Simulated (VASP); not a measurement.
# Ti7Mo: relaxation of cell and atoms with PBEsol

The system is Ti7Mo.

```
CELL_PARAMETERS angstrom
6.53021 0.00000 0.00000
0.00000 6.53021 0.00000
0.00000 0.00000 6.53021
ATOMIC_POSITIONS crystal
Mo 0.00000 0.00000 0.00000
Mo 0.25000 0.25000 0.25000
Ti 0.50000 0.00000 0.00000
Ti 0.00000 0.50000 0.00000
Ti 0.00000 0.00000 0.50000
Ti 0.50000 0.50000 0.00000
Ti 0.50000 0.00000 0.50000
Ti 0.75000 0.25000 0.25000
Ti 0.00000 0.50000 0.50000
Ti 0.25000 0.75000 0.25000
Ti 0.25000 0.25000 0.75000
Ti 0.50000 0.50000 0.50000
Ti 0.75000 0.75000 0.25000
Ti 0.75000 0.25000 0.75000
Ti 0.25000 0.75000 0.75000
Ti 0.75000 0.75000 0.75000
```

The cell was built by a generator and needn't be a form met in nature.

```json
{
 "Program": "VASP 6.6.1",
 "Task": "relaxation of cell and atoms",
 "Functional": "PBEsol",
 "Potentials or basis": "VASP PAW PBE potentials, release 64 (Mo_sv, Ti_sv)",
 "Cutoff": "600 eV",
 "k mesh": "6 × 6 × 6",
 "Occupations": "methfessel-paxton, width 0.1 eV",
 "Spin": "no spin polarisation",
 "Further INCAR settings": "ALGO = Normal; EDIFF = 1e-06; IBRION = 2; EDIFFG = -0.01; NSW = 90; ISIF = 3"
}
```

* Relaxed volume: 16.33 Å³/atom
* Relaxed cell: a = 6.394 Å, b = 6.394 Å, c = 6.394 Å, α = 89.04°, β = 89.04°, γ = 89.04°
* Space group after relaxing (to 0.05 Å): R-3m (No. 166)
* Energy gained by relaxing: 73.7 meV/atom
* Ionic steps: 29
* Pressure after relaxing: 0.0 GPa
* Largest force after relaxing: 0.007 eV/Å
* Band gap on the k mesh: none (metal or under the smearing width)

Forces in eV/Å, atoms in the order of the input:
```
Mo  -0.004 -0.004 -0.004
Mo   0.004  0.004  0.004
Ti  -0.005 -0.003 -0.003
Ti  -0.003 -0.005 -0.003
Ti  -0.003 -0.003 -0.005
Ti  -0.003 -0.003  0.003
Ti  -0.003  0.003 -0.003
Ti   0.005  0.003  0.003
Ti   0.003 -0.003 -0.003
Ti   0.003  0.005  0.003
Ti   0.003  0.003  0.005
Ti   0.004  0.004  0.004
Ti   0.003  0.003 -0.003
Ti   0.003 -0.003  0.003
Ti  -0.003  0.003  0.003
Ti  -0.004 -0.004 -0.004
```

Step by step:
| step | energy change (eV) | largest force (eV/Å) | pressure (GPa) | volume (Å³) |
| --- | --- | --- | --- | --- |
| 1 | 0.0000 | 0.6671 | -8.96 | 278.47 |
| 2 | -0.3576 | 0.4211 | 10.03 | 241.05 |
| 3 | -0.7627 | 0.5676 | 0.86 | 255.94 |
| 4 | -0.7627 | 0.5634 | 1.12 | 255.51 |
| 5 | -0.9396 | 0.4063 | 1.18 | 256.10 |
| 6 | -1.1015 | 0.4383 | 1.82 | 257.45 |
| 7 | -1.0998 | 0.2191 | -2.64 | 267.02 |
| 8 | -1.1359 | 0.3200 | -0.46 | 262.12 |
| 9 | -1.1556 | 0.1666 | -0.15 | 261.42 |
| 10 | -1.1604 | 0.1010 | 0.13 | 260.85 |
| 11 | -1.1650 | 0.0924 | -0.13 | 261.36 |
| 12 | -1.1665 | 0.0844 | -0.40 | 261.88 |
| 13 | -1.1689 | 0.0885 | -0.03 | 261.10 |
| 14 | -1.1688 | 0.0915 | 0.28 | 260.51 |
| 15 | -1.1691 | 0.0902 | 0.16 | 260.81 |
| 16 | -1.1704 | 0.0761 | 0.12 | 260.89 |
| 17 | -1.1730 | 0.0430 | 0.00 | 261.12 |
| 18 | -1.1708 | 0.0978 | -0.16 | 261.59 |
| 19 | -1.1733 | 0.0573 | -0.07 | 261.25 |
| 20 | -1.1750 | 0.0348 | 0.07 | 260.95 |
| 21 | -1.1754 | 0.0359 | 0.19 | 260.71 |
| 22 | -1.1763 | 0.0305 | -0.11 | 261.35 |
| 23 | -1.1763 | 0.0306 | -0.13 | 261.35 |
| 24 | -1.1773 | 0.0235 | -0.10 | 261.25 |
| 25 | -1.1778 | 0.0252 | 0.02 | 261.08 |
| 26 | -1.1783 | 0.0168 | 0.02 | 261.14 |
| 27 | -1.1785 | 0.0195 | 0.00 | 261.25 |
| 28 | -1.1786 | 0.0124 | -0.03 | 261.27 |
| 29 | -1.1787 | 0.0070 | -0.03 | 261.29 |

Final structure:
```
CELL_PARAMETERS angstrom
6.39351 0.05321 0.05321
0.05321 6.39351 0.05321
0.05321 0.05321 6.39351
ATOMIC_POSITIONS crystal
Mo 0.99975 0.99975 0.99975
Mo 0.25025 0.25025 0.25025
Ti 0.49355 0.01493 0.01493
Ti 0.01493 0.49355 0.01493
Ti 0.01493 0.01493 0.49355
Ti 0.48677 0.48677 0.00431
Ti 0.48677 0.00431 0.48677
Ti 0.75645 0.23507 0.23507
Ti 0.00431 0.48677 0.48677
Ti 0.23507 0.75645 0.23507
Ti 0.23507 0.23507 0.75645
Ti 0.49999 0.49999 0.49999
Ti 0.76323 0.76323 0.24569
Ti 0.76323 0.24569 0.76323
Ti 0.24569 0.76323 0.76323
Ti 0.75001 0.75001 0.75001
```

Levels at points of the mesh, in eV from the Fermi level:
| k point | band 95 | band 96 | band 97 | band 98 | band 99 | band 100 |
| --- | --- | --- | --- | --- | --- | --- |
| (0.00, 0.00, 0.00) | -0.18 | -0.10 | -0.06 | 0.68 | 0.68 | 0.99 |
| (0.50, 0.00, 0.00) | -0.09 | 0.04 | 0.08 | 0.09 | 0.14 | 0.20 |
| (0.50, 0.50, 0.00) | -0.36 | -0.28 | -0.18 | -0.15 | -0.09 | 0.02 |
| (0.50, 0.50, 0.50) | -0.65 | -0.64 | -0.64 | -0.29 | -0.29 | -0.21 |

It took 99 min on 4 MPI ranks on Intel(R) Xeon(R) 6975P-C (Granite Rapids), with other jobs on the host, peak memory 1.1 GiB a rank.

Caveat: the PAW data sets were made with another functional, which shifts forces and pressure a little.
